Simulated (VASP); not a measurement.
Given:

```yaml
crystal:
  lattice:
    - [0.00000, 2.10419, 2.10419]
    - [2.10419, 0.00000, 2.10419]
    - [2.10419, 2.10419, 0.00000]
  atoms:
    - { symbol: Mg, position: [0.00000, 0.00000, 0.00000] }
    - { symbol: O, position: [0.50000, 0.50000, 0.50000] }
```

All values below come from PBEsol GGA, VASP's PBE PAW potentials (set 64) (plane waves; VASP). Numerical set-up: 520 eV cut-off, Gaussian smearing of 0.050 eV, potentials Mg O.

Give the energies of bands 2 to 6 at the high-symmetry points, in eV from the valence-band maximum.

```json
[
 {"band": "2", "Γ": "0.00", "X": "-4.16", "U": "-3.56", "L": "-4.69", "W": "-3.01"},
 {"band": "3", "Γ": "0.00", "X": "-1.37", "U": "-2.76", "L": "-0.67", "W": "-3.01"},
 {"band": "4", "Γ": "0.00", "X": "-1.37", "U": "-1.16", "L": "-0.67", "W": "-1.80"},
 {"band": "5", "Γ": "4.66", "X": "8.92", "U": "9.94", "L": "7.76", "W": "11.52"},
 {"band": "6", "Γ": "15.65", "X": "9.90", "U": "11.72", "L": "12.53", "W": "11.52"}
]
```

The gap is direct, 4.66 eV, from the valence maximum at Γ to the conduction minimum at Γ.

The structure comes from a measured MgO entry (Fm-3m) of the Crystallography Open Database, whose conditions weren't checked. It was relaxed first.
